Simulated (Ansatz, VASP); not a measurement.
# Cross-check of TiSb between VASP and Ansatz, part 2 of 2

Wanted: the spread between two codes on one cell, functional and k mesh.

VASP 6.6.1 and Ansatz 0.2.0.

So far. Step 2 (VASP: band structure, LDA, spin-orbit coupling): At this level the cell is under a tension of 8.4 GPa, so at these settings it is away from equilibrium.

## Step 3: Ansatz: band structure, LDA, spin-orbit coupling

Level of this step: Ansatz beside VASP: Kohn-Sham DFT, plane waves, LDA, spin-orbit coupling (Ansatz).

Ansatz runs on its fully relativistic PAW (standard-fr) files.

The same cell, functional (in two slightly different forms), mesh and smearing now go to Ansatz, which takes its cutoff from its data sets.

input.yaml

```yaml
crystal:
  lattice:
    - [4.1033, 0.0, 0.0]
    - [-2.05165, 3.5535620393, 0.0]
    - [0.0, 0.0, 6.2836]
  atoms:
    - { symbol: Ti, position: [0.0, 0.0, 0.0] }
    - { symbol: Ti, position: [0.0, 0.0, 0.5] }
    - { symbol: Sb, position: [0.3333333333, 0.6666666667, 0.25] }
    - { symbol: Sb, position: [0.6666666667, 0.3333333333, 0.75] }
hamiltonian:
  xc: lda
  pseudopotentials: { kind: paw_fr }
magnetization:
  noncollinear: true
  spin_orbit: true
kpoints:
  mp_grid: { grid: [7, 7, 4] }
  band_path:
    path:
      - [0.0, 0.0, 0.0]
      - [0.13333, 0.0, 0.0]
      - [0.3, 0.0, 0.0]
      - [0.46667, 0.0, 0.0]
      - [0.46667, 0.06667, 0.0]
      - [0.41111, 0.17778, 0.0]
      - [0.35556, 0.28889, 0.0]
      - [0.28889, 0.28889, 0.0]
      - [0.17778, 0.17778, 0.0]
      - [0.06667, 0.06667, 0.0]
      - [0.0, 0.0, 0.03333]
      - [0.0, 0.0, 0.2]
      - [0.0, 0.0, 0.36667]
      - [0.0, 0.0, 0.5]
      - [0.16667, 0.0, 0.5]
      - [0.3, 0.0, 0.5]
      - [0.46667, 0.0, 0.5]
      - [0.46667, 0.06667, 0.5]
      - [0.41111, 0.17778, 0.5]
      - [0.35556, 0.28889, 0.5]
      - [0.28889, 0.28889, 0.5]
      - [0.17778, 0.17778, 0.5]
      - [0.06667, 0.06667, 0.5]
      - [0.5, 0.0, 0.46667]
      - [0.5, 0.0, 0.3]
      - [0.5, 0.0, 0.13333]
      - [0.33333, 0.33333, 0.0]
      - [0.33333, 0.33333, 0.16667]
      - [0.33333, 0.33333, 0.33333]
      - [0.33333, 0.33333, 0.5]
    npoints: 1
scf:
  occupations: { method: fermi_dirac, width: 0.05 }
  n_extra_bands: 16
output:
  forces: true
  stress: true
  eigenvalues: true
```

The run is started by

```
$ ansatz run input.yaml --threads 2 --pin off --max-ram 4608MiB --backend cpu --events-out ev --progress --plain --runs-dir out
```

Numbers of over 12 decimals in the logs are rounded to 6 here.

The program printed:

```text
scf.n_extra_bands = 16 over 54 filled bands (N_el = 54.0): the run solves 70 bands
Engine: ansatz 0.2.0, aarch64-unknown-linux-gnu
Pseudopotentials: kind: paw_fr
Pseudopotential: Ti, paw_fr, valence charge 12, recommended cutoff 420 eV (normal), Ti.paw.azcp#standard-fr
Pseudopotential: Sb, paw_fr, valence charge 15, recommended cutoff 420 eV (normal), Sb.paw.azcp#standard-fr
Functional definition: SPW92
  exchange = slater_x
  correlation = pw_c
non-collinear run that drives no moment, with spin-orbit: no starting moment large enough to seed its density (crystal.atoms[].spin), no starting occupations that ask for one, no magnetisation constraint and no magnetic field, so the semilocal B_xc is pinned to zero
Crystal: 4 atoms, lattice volume = 91.623 Å³
Basis set: ecut = 420 eV, 1785 PW (Γ)
Bands: 70, of which v1, the nominal top of the filled ones, is band 54 counted from 1 (53 counted from 0)
Symmetry: 24 space group operations + 24 with time reversal
Magnetic group: BNS 194.264 (UNI 1494), of the structure as read, at distance tolerance 4.5e-5 Å
k-points: 24 of 196
Projection manifold: j_resolved (fully-relativistic pseudo-atomic orbitals)
Non-local potential: Ti, projectors of the file, l = 0: 3, l = 1: 4, l = 2: 6, l = 3: 2
Non-local potential: Sb, projectors of the file, l = 0: 2, l = 1: 4, l = 2: 4, l = 3: 4
PAW form: soft (Blöchl's): semilocal exchange-correlation on the pseudo side does not see the compensation charge
PAW frozen core: Ti, regenerated for the run's functional, and the local potential with it (the file was generated under x = pbe(κ = 0.804, μ = 0.219515), c = pbe(β = 0.066725))
PAW frozen core: Sb, regenerated for the run's functional, and the local potential with it (the file was generated under x = pbe(κ = 0.804, μ = 0.219515), c = pbe(β = 0.066725))
PAW one-centre angular grid: Ti, 590 points (default); XC on 64 Gauss nodes
PAW one-centre angular grid: Sb, 590 points (default); XC on 64 Gauss nodes
Initial density: superposition of atomic densities (chi_scale 0.1, normalization cell, long waves kept (reshape's long-wave potential 0.00 eV rms))
Initial wavefunctions: pseudopotential atomic-orbital guess
Functional: x = slater, c = lda
SCF iter   1: F=—  HF=-17579.917797 eV  |F-HF|=—  |Δ(HF+E_count)|=         —  Δρ=4.97e-2  dr2=4.42e0  dr2_m=0.00e0 (ungated)  ethr=3.10e-3  |M|=0.00e0 ∫|m|=0.00e0 μB  |m|>n=0.0e0 m-floor=0.0e0 τ_xc=0.0e0  β_m=0.30  ⟨swp⟩=7.3  Hψ=4201  notcnv=0  defer=8
preconditioner: auto → Kerker (q_TF=auto, 2.498 Å⁻¹)  [metal: Δε(μ)=0.050 eV  Ē_g=4.946 eV  σ=0.050 eV  W_gap=0.24  n_scr=22 (ndim 8)  ℏωp=16.5 eV  f_vac=0.000  D(μ)=4.11/eV (n_scr^D=34)]
spin=Noncollinear: Kerker preconditioning applied to the charge; magnetization (m_x, m_y, m_z) channels mix plain (no charge-response kernel on spin).
SCF iter   2: F=—  HF=-17579.257419 eV  |F-HF|=—  |Δ(HF+E_count)|=   6.60e-1  Δρ=2.67e-2  dr2=1.18e0  dr2_m=0.00e0 (ungated)  ethr=3.10e-3  |M|=0.00e0 ∫|m|=0.00e0 μB  |m|>n=0.0e0 m-floor=0.0e0 τ_xc=0.0e0  β_m=0.41  ⟨swp⟩=2.1  Hψ=1154  notcnv=0  defer=48
SCF iter   3: F=—  HF=-17578.991789 eV  |F-HF|=—  |Δ(HF+E_count)|=   2.66e-1  Δρ=1.41e-2  dr2=3.00e-1  dr2_m=0.00e0 (ungated)  ethr=2.19e-3  |M|=0.00e0 ∫|m|=0.00e0 μB  |m|>n=0.0e0 m-floor=0.0e0 τ_xc=0.0e0  β_m=0.58  ⟨swp⟩=2.1  Hψ=1092  notcnv=0  defer=48
SCF iter   4: F=—  HF=-17578.905542 eV  |F-HF|=—  |Δ(HF+E_count)|=   8.62e-2  Δρ=3.72e-3  dr2=1.69e-2  dr2_m=0.00e0 (ungated)  ethr=5.55e-4  |M|=0.00e0 ∫|m|=0.00e0 μB  |m|>n=0.0e0 m-floor=0.0e0 τ_xc=0.0e0  β_m=0.75  ⟨swp⟩=2.4  Hψ=1279  notcnv=0  defer=46
SCF iter   5: F=—  HF=-17578.900953 eV  |F-HF|=—  |Δ(HF+E_count)|=   4.59e-3  Δρ=1.03e-3  dr2=1.75e-3  dr2_m=0.00e0 (ungated)  ethr=3.13e-5  |M|=0.00e0 ∫|m|=0.00e0 μB  |m|>n=0.0e0 m-floor=0.0e0 τ_xc=0.0e0  β_m=0.88  ⟨swp⟩=2.0  Hψ=1164  notcnv=0  defer=46
SCF iter   6: F=—  HF=-17578.900693 eV  |F-HF|=—  |Δ(HF+E_count)|=   2.60e-4  Δρ=3.34e-4  dr2=1.39e-4  dr2_m=0.00e0 (ungated)  ethr=3.25e-6  |M|=0.00e0 ∫|m|=0.00e0 μB  |m|>n=0.0e0 m-floor=0.0e0 τ_xc=0.0e0  β_m=0.94  ⟨swp⟩=2.0  Hψ=1007  notcnv=0  defer=46
SCF iter   7: F=—  HF=-17578.900667 eV  |F-HF|=—  |Δ(HF+E_count)|=   2.52e-5  Δρ=9.18e-5  dr2=6.42e-6  dr2_m=0.00e0 (ungated)  ethr=2.58e-7  |M|=0.00e0 ∫|m|=0.00e0 μB  |m|>n=0.0e0 m-floor=0.0e0 τ_xc=0.0e0  β_m=0.97  ⟨swp⟩=3.0  Hψ=1570  notcnv=0  defer=46
SCF iter   8: F=—  HF=-17578.900685 eV  |F-HF|=—  |Δ(HF+E_count)|=   1.74e-5  Δρ=3.15e-5  dr2=1.07e-6  dr2_m=0.00e0 (ungated)  ethr=1.19e-8  |M|=0.00e0 ∫|m|=0.00e0 μB  |m|>n=0.0e0 m-floor=0.0e0 τ_xc=0.0e0  β_m=0.98  ⟨swp⟩=2.5  Hψ=1428  notcnv=0  defer=46
SCF iter   9: F=-17578.900685 eV  HF=-17578.900685 eV  |F-HF|=3.55e-8  |Δ(HF+E_count)|=   2.13e-7  Δρ=7.68e-6  dr2=6.46e-8  dr2_m=0.00e0 (ungated)  ethr=1.85e-10  |M|=0.00e0 ∫|m|=0.00e0 μB  |m|>n=0.0e0 m-floor=0.0e0 τ_xc=0.0e0  ⟨swp⟩=9.3  Hψ=3830  notcnv=0
SCF 1 converged in 9 iterations: F = -17578.900685 eV  dr2 = 6.46e-8
  greatest PAW one-centre occupation: 0.999 electrons in one spin orbital (limit 2), on the Ti atom at site 1 (counted from 0), in its partial waves of l = 0
NSCF: frozen V_eff on 30 k-points
SCF converged after 9 iterations
Magnetization: |M| = 0.0000 μB,  M = (+0.0000, +0.0000, +0.0000) μB
Absolute magnetization: 0.0000 μB (∫|m|)
  site 0: m = (+0.0000, +0.0000, +0.0000) μB, |m| = 0.0000 μB  (R = 1.17 Å)
  site 1: m = (+0.0000, +0.0000, +0.0000) μB, |m| = 0.0000 μB  (R = 1.17 Å)
  site 2: m = (+0.0000, +0.0000, +0.0000) μB, |m| = 0.0000 μB  (R = 1.17 Å)
  site 3: m = (+0.0000, +0.0000, +0.0000) μB, |m| = 0.0000 μB  (R = 1.17 Å)
Free energy (F): -17578.900685 eV
Harris-Foulkes:  -17578.900685 eV  (|F-HF|=3.55e-8)
Internal energy: -17578.864558 eV  (E = F + TS)
E sigma→0 (E₀):  -17578.882621 eV
Entropy (-TS):   -0.036126 eV (-9.032 meV/atom)
Fermi energy:    11.397060 eV
--- Per-component energies (eV) ---
  E_band       = -652.843863
  E_kinetic    = 960.348822
  E_local      = -4841.050364  (includes V_loc(G=0)·N_el)
  E_nonlocal   = 762.322155
  E_hartree    = 2122.302060
  E_xc         = -468.926536
  E_vxc        = -437.712637  (∫ρ·V_xc dr)
  E_paw        = -10860.591715  (= ΣΔE_a)
  E_vpaw       = -1341.349971  (= ΣTr[D̂ρ^β])
  E_aug_tail   = 0.000197  (compensation charges beyond the density's cutoff)
  E_ewald      = -5255.054510
  E_core_change = 1.785333  (= ΣΔE_core)
  E_smearing   = -0.036126  (= −TS)
  E_closure    = -0.000000  (closes the sum)
  Σ components = -17578.900685   (vs F -17578.900685, Δ=0.00e0)
--- Forces (eV/Å), atoms counted from 1 ---
  atom   1  Ti     0.00000000    -0.00000000     0.00000000
  atom   2  Ti     0.00000000     0.00000000    -0.00000000
  atom   3  Sb     0.00000000    -0.00000000     0.00000000
  atom   4  Sb     0.00000000     0.00000000     0.00000000
  max |Σ_I F_I| component: 9.25e-18 eV/Å
--- Stress (GPa, compression-positive) ---
       -8.484063      -0.000000       0.000000
       -0.000000      -8.484063       0.000000
        0.000000       0.000000      -8.464193
  P = ⅓ Tr σ = -8.4774 GPa (-84.774 kbar)
--- Band table (eV; the first three rows and the last of 24) ---
  k-point 0: bands = [... 50 lower, 11.1369, 11.1369, 11.3750, 11.3750, 11.3976, 11.3976, 11.8678, 11.8678, ... 12 higher]
  k-point 1: bands = [... 50 lower, 10.7113, 10.7113, 11.2670, 11.2670, 11.2755, 11.2755, 12.0078, 12.0078, ... 12 higher]
  k-point 2: bands = [... 50 lower, 9.8321, 9.8321, 11.6405, 11.6405, 11.6405, 11.6405, 11.6407, 11.6407, ... 12 higher]
  k-point 23: bands = [... 50 lower, 9.6108, 9.6108, 11.5614, 11.5614, 11.5665, 11.5665, 12.0610, 12.0610, ... 12 higher]
```

Run time: 38 s. Hardware: 2 threads of Arm Neoverse V1, shared host; peak memory 0.72 GiB.

## Step 4: Differences

Known differences besides the potentials themselves: spin-orbit coupling enters by fully relativistic files in Ansatz and inside the spheres in VASP; the two LDA forms differ slightly; the data sets hold 54 valence electrons in Ansatz (fully relativistic PAW (standard-fr) files) and 34 in VASP; the cutoff is 420 eV in Ansatz and 400 eV in VASP; VASP's log shows a relativistic correction to its local exchange, Ansatz's none. Total energies have different zeros and are not compared.

Both answers:

```csv
quantity,Ansatz,VASP,difference
pressure (GPa),-8.48,-8.42,-0.06
```

Levels from 3 eV below to 2 eV above the Fermi level differ by 9 meV r.m.s. and 49 meV at most; each VASP level is matched to the nearest of Ansatz, which flatters the figure a little. Ansatz's pressure holds a Pulay correction of 0.04 GPa; VASP's holds none.

## Step 5: Ansatz: single point, LDA, spin-orbit coupling

With cell and atoms fixed, the geometry can't cause a difference; cores, projectors, grids and the points listed under the comparison can.

input.yaml, the sections that differ from step 3:

```yaml
kpoints:
  mp_grid: { grid: [7, 7, 4] }
scf:
  occupations: { method: tetrahedron }
output:
  forces: true
  stress: true
  write_density: true
  write_potential: true
  elf: true
  volumetric_format: npy
# crystal, hamiltonian, magnetization: as in step 3
```

The program printed:

```text
Warning: output.forces, output.stress, relax.cell or npt_langevin: where a Kohn–Sham band that disperses or a degenerate level is filled in part under the method tetrahedron, the forces or the stress that this run publishes need not agree with its energy (scf.occupations.method in the input reference, under Limitations); prefer a smearing scheme for the forces or the stress
[...]
k-point 1: bands = [... 50 lower, 10.7066, 10.7066, 11.2660, 11.2660, 11.2743, 11.2743, 12.0056, 12.0056, ... 8 higher]
  k-point 2: bands = [... 50 lower, 9.8289, 9.8289, 11.6390, 11.6390, 11.6390, 11.6390, 11.6394, 11.6394, ... 8 higher]
  k-point 23: bands = [... 50 lower, 9.6095, 9.6095, 11.5595, 11.5595, 11.5647, 11.5647, 12.0633, 12.0633, ... 8 higher]
[key lines of the parts left out:]
SCF converged after 9 iterations
Magnetization: |M| = 0.0000 μB,  M = (+0.0000, +0.0000, +0.0000) μB
Free energy (F): -17578.886400 eV
Fermi energy:    11.405188 eV
P = ⅓ Tr σ = -8.5279 GPa (-85.279 kbar)
```

Run time: 18 s. Hardware: 2 threads; peak memory 0.69 GiB.

The run ends at a pressure of -8.53 GPa.

## Step 6: VASP: single point, LDA, spin-orbit coupling

The same cell, functional (in two slightly different forms), mesh and smearing now go to VASP, with its own data sets and cutoff.

INCAR

```
SYSTEM = TiSb
PREC = Accurate
ENCUT = 400
EDIFF = 1E-06
NELM = 100
ISMEAR = -5
SIGMA = 0.05
LREAL = .FALSE.
ALGO = Normal
GGA = CA
LNONCOLLINEAR = .TRUE.
MAGMOM = 0 0 0 0 0 0 0 0 0 0 0 0
NBANDS = 46
GGA_COMPAT = .FALSE.
LASPH = .TRUE.
LSORBIT = .TRUE.
LMAXMIX = 4
LORBIT = 11
LWAVE = .FALSE.
LCHARG = .FALSE.
KPAR = 4
NEDOS = 2001
```

POSCAR

```
TiSb
1.0
    4.1033000000      0.0000000000      0.0000000000
   -2.0516500000      3.5535620393      0.0000000000
    0.0000000000      0.0000000000      6.2836000000
Ti Sb
2 2
Direct
    0.0000000000      0.0000000000      0.0000000000
    0.0000000000      0.0000000000      0.5000000000
    0.3333333333      0.6666666667      0.2500000000
    0.6666666667      0.3333333333      0.7500000000
```

KPOINTS

```
Automatic mesh
0
Gamma
7 7 4
0 0 0
```

Potentials, in the order of the species: Ti_sv and Sb (LDA family, release 64).

The run is started by

```
$ mpirun -np 4 vasp_ncl
```

The program printed:

```text
[... set-up lines as in an earlier step ...]
 entering main loop
       N       E                     dE             d eps       ncg     rms          rms(c)
DAV:   1     0.346439145881E+03    0.34644E+03   -0.13320E+04  2224   0.125E+03
DAV:   2     0.134251544517E+02   -0.33301E+03   -0.32393E+03  2334   0.411E+02
DAV:   3    -0.275298579864E+02   -0.40955E+02   -0.40198E+02  3368   0.133E+02
DAV:   4    -0.322316202578E+02   -0.47018E+01   -0.46554E+01  3458   0.373E+01
[...]
DAV:  14    -0.287470390707E+02   -0.22665E-05   -0.73391E-07  1888   0.899E-03    0.206E-03
DAV:  15    -0.287470403823E+02   -0.13115E-05   -0.71011E-07  1620   0.745E-03    0.144E-03
DAV:  16    -0.287470403115E+02    0.70766E-07   -0.14005E-07  1434   0.395E-03
   1 F= -.28747040E+02 E0= -.28747040E+02  d E =0.000000E+00  mag=    -0.0000    -0.0000     0.0000
 -----------------------------------------------------------------------------
|                                                                             |
|           W    W    AA    RRRRR   N    N  II  N    N   GGGG   !!!           |
|           W    W   A  A   R    R  NN   N  II  NN   N  G    G  !!!           |
|           W    W  A    A  R    R  N N  N  II  N N  N  G       !!!           |
|           W WW W  AAAAAA  RRRRR   N  N N  II  N  N N  G  GGG   !            |
|           WW  WW  A    A  R   R   N   NN  II  N   NN  G    G                |
|           W    W  A    A  R    R  N    N  II  N    N   GGGG   !!!           |
|                                                                             |
|     Tetrahedron method does not include variations of the Fermi             |
|     occupations, so forces and stress will be inaccurate. We suggest        |
|     using a different smearing scheme ISMEAR = 1 or 2 for metals in         |
|     relaxations.                                                            |
|                                                                             |
 -----------------------------------------------------------------------------
```

OUTCAR, selected parts (step 6):

```text
  Total       -4.7885424     -4.7885424     -4.9352297      0.0000000     -0.0000000      0.0000000
  in kB      -83.7352304    -83.7352304    -86.3002888      0.0000000     -0.0000000      0.0000000
  external PRESSURE =     -84.5902498 kB  Pullay stress =       0.0000000 kB

 POSITION                                       TOTAL-FORCE (eV/Angst)
 -----------------------------------------------------------------------------------
      0.00000      0.00000      0.00000         0.000000      0.000000      0.000000
      0.00000      0.00000      3.14180         0.000000      0.000000      0.000000
     -0.00000      2.36904      1.57090        -0.000000     -0.000000     -0.000000
      2.05165      1.18452      4.71270         0.000000      0.000000      0.000000
 -----------------------------------------------------------------------------------
    total drift:                               -0.000000      0.000000      0.000000

  FREE ENERGIE OF THE ION-ELECTRON SYSTEM (eV)
  ---------------------------------------------------
  free  energy   TOTEN  =       -28.7470403115 eV

  energy  without entropy=      -28.7470403115  energy(sigma->0) =      -28.74704031

 magnetization (x)
# of ion       s       p       d       tot
------------------------------------------
    1        0.000   0.000  -0.000  -0.000
    2        0.000   0.000   0.000   0.000
    3        0.000   0.000  -0.000  -0.000
    4        0.000  -0.000  -0.000  -0.000
--------------------------------------------------
tot          0.000   0.000  -0.000  -0.000

 magnetization (y)
# of ion       s       p       d       tot
------------------------------------------
    1        0.000   0.000   0.000   0.000
    2       -0.000  -0.000   0.000  -0.000
    3        0.000  -0.000  -0.000  -0.000
    4        0.000  -0.000   0.000  -0.000
--------------------------------------------------
tot         -0.000  -0.000   0.000  -0.000

 magnetization (z)
# of ion       s       p       d       tot
------------------------------------------
    1        0.000   0.000   0.000   0.000
    2        0.000   0.000   0.000   0.000
    3        0.000   0.000   0.000   0.000
    4        0.000   0.000   0.000   0.000
--------------------------------------------------
tot          0.000   0.000   0.000   0.000

[... 2 parts as in an earlier step ...]

[... 1 further part left out ...]
[key lines of the parts left out:]
E-fermi :   7.8229
```

At this level the cell is under a tension of 8.5 GPa, so at these settings it is away from equilibrium.

## Step 7: Side by side

The two programs side by side:

```csv
quantity,Ansatz,VASP,difference
pressure (GPa),-8.53,-8.46,-0.07
```

Ansatz's pressure holds a Pulay correction of 0.04 GPa; VASP's holds none.

## Step 8: What came out

```yaml
r_m_s_difference_of_levels_near_the_fermi_level_band_structure_lda_spin_orbit_coupling: 8.8 meV
difference_in_pressure_single_point_lda_spin_orbit_coupling: -0.069 GPa
```

In words: The r.m.s. difference of levels near the Fermi level is 8.8 meV (band structure, LDA, spin-orbit coupling), within the 80 meV picked in this series as the mark of a large difference. 3 further runs of this series are not shown here. How closely two codes agree says nothing of how well the functional describes the real material.

[Lines on the potential files, build, host, timing and source positions are cut from VASP's logs without a mark.]

[Logs are printed without paths, hosts, clocks, repeated set-up lines and the standing remarks that a program may print on its own settings, such as how far it seeks lower states.]

[Hosts, paths, dates, database ids (printed as entryN), source tags and the programs' standing remarks are cut or masked in the printed files.]
